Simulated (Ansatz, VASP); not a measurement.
## BaY in VASP and in Ansatz

INCAR

```
SYSTEM = BaY
PREC = Accurate ; ENCUT = 520
EDIFF = 1E-6 ; ISMEAR = -1
SIGMA = 0.05 ; LREAL = .FALSE.
LASPH = .TRUE. ; NELM = 80
ALGO = Normal ; ISIF = 2
LWAVE = .FALSE. ; LCHARG = .FALSE.
LMAXMIX = 4 ; METAGGA = R2SCAN
LMIXTAU = .TRUE. ; NBANDS = 18
```

Contents of KPOINTS:

```
regular mesh
0
G
  6 6 6
  0 0 0
```

File POSCAR:

```
BaY
1.0
    4.4203700000      0.0000000000      0.0000000000
    0.0000000000      4.4203700000      0.0000000000
    0.0000000000      0.0000000000      4.4203700000
Ba Y
1 1
Direct
    0.0000000000      0.0000000000      0.0000000000
    0.5000000000      0.5000000000      0.5000000000
```

File KPOINTS_OPT:

```
path GXMGRX,MR
10
line-mode
reciprocal
 0.0000000000  0.0000000000  0.0000000000  G
 0.0000000000  0.5000000000  0.0000000000  X

 0.0000000000  0.5000000000  0.0000000000  X
 0.5000000000  0.5000000000  0.0000000000  M

 0.5000000000  0.5000000000  0.0000000000  M
 0.0000000000  0.0000000000  0.0000000000  G

 0.0000000000  0.0000000000  0.0000000000  G
 0.5000000000  0.5000000000  0.5000000000  R

 0.5000000000  0.5000000000  0.5000000000  R
 0.0000000000  0.5000000000  0.0000000000  X

 0.5000000000  0.5000000000  0.0000000000  M
 0.5000000000  0.5000000000  0.5000000000  R
```

input.yaml

```yaml
crystal:
  lattice:
    - [4.42037, 0.0, 0.0]
    - [0.0, 4.42037, 0.0]
    - [0.0, 0.0, 4.42037]
  atoms:
    - { symbol: Ba, position: [0.0, 0.0, 0.0] }
    - { symbol: "Y", position: [0.5, 0.5, 0.5] }
hamiltonian:
  xc: r2scan
  pseudopotentials: { kind: paw }
kpoints:
  mp_grid: { grid: [6, 6, 6] }
  band_path:
    path:
      - [[0.0, 0.0, 0.0], [0.0, 0.5, 0.0], [0.5, 0.5, 0.0], [0.0, 0.0, 0.0], [0.5, 0.5, 0.5], [0.0, 0.5, 0.0]]
      - [[0.5, 0.5, 0.0], [0.5, 0.5, 0.5]]
    npoints: 14
scf:
  occupations: { method: fermi_dirac, width: 0.05 }
  n_extra_bands: 6
output:
  forces: true
  stress: true
  eigenvalues: true
  fatbands: false
  write_density: true
  write_potential: true
  elf: true
  volumetric_format: npy
```

The cell was built by a generator and needn't be a form met in nature.

Alike in both runs: task band structure; functional r2SCAN; k mesh 6 × 6 × 6; occupations fermi-dirac, width 0.05 eV; no spin polarisation.

|  | VASP | Ansatz |
| --- | --- | --- |
| version | VASP 6.6.1 | Ansatz 0.2.0 |
| potentials or method | VASP PAW PBE potentials, release 64 (Ba_sv, Y_sv) | Ansatz PAW |
| plane-wave cutoff (eV) | 520 | 500 |
| valence electrons in the cell | 21 | 21 |

|  | VASP | Ansatz | Ansatz less VASP |
| --- | --- | --- | --- |
| gap on the k mesh at the Fermi level (eV) | none | none | - |
| pressure (GPa) | 0.3 | 0.1 | -0.19 |

A gap of «none» marks a metal or a gap that the smearing closes.

Caveats: spin-orbit coupling is left out, which moves the levels of the heavy elements; the PAW data sets were made with another functional, which shifts forces and pressure a little (VASP); the PAW data sets come from PBE, with cores solved anew for the run's functional, which leaves a small shift of forces and pressure (Ansatz).
